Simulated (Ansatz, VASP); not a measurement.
# HgPbF4 in VASP and in Ansatz

```xyz
6
Lattice="4.0590 0.0000 0.0000 0.0000 4.0590 0.0000 0.0000 0.0000 6.5495" Properties=species:S:1:pos:R:3 pbc="T T T"
Hg    0.0000    0.0000    0.0000
Pb    2.0295    2.0295    3.2747
F     0.0000    0.0000    4.4995
F     2.0295    0.0000    0.0000
F     0.0000    2.0295    0.0000
F     0.0000    0.0000    2.0500
```

Alike in both runs: task single point; functional PBE; k mesh 4 × 4 × 4; occupations gaussian, width 0.1 eV; no spin polarisation.

|  | VASP | Ansatz |
| --- | --- | --- |
| version | VASP 6.6.1 | Ansatz 0.2.0 |
| potentials or method | VASP PAW PBE potentials, release 64 (Hg, Pb_d, F) | scalar-relativistic, plane waves, PAW |
| plane-wave cutoff (eV) | 520 | 420 |
| valence electrons in the cell | 54 | 62 |

Ansatz gave:

* gap on the k mesh at the Fermi level (eV): none
* pressure (GPa): 14.9
* largest component of the traceless stress (GPa): 3.49
* rms of the force components (eV/Å): 0.919

Question: Which values does VASP return?

Answer: gap on the k mesh at the Fermi level (eV): none; pressure (GPa): 16.1; largest component of the traceless stress (GPa): 3.55; rms of the force components (eV/Å): 1.006.

Atom by atom the forces differ by 0.088 eV/Å (rms over components). A gap of «none» marks a metal or a gap that the smearing closes. The two sets of potentials don't hold the same shells in valence.

Caveats: the k mesh is coarse (spacing up to 0.39 Å⁻¹), so the values aren't converged; so large a pressure means that the cell lies far from this level's equilibrium, or that cutoff or potentials fall short (VASP); forces of over 1 eV/Å show positions far from the minimum, so gaps and moduli don't describe the material at rest. Spin-orbit coupling is left out, which matters for the levels of Hg, Pb.
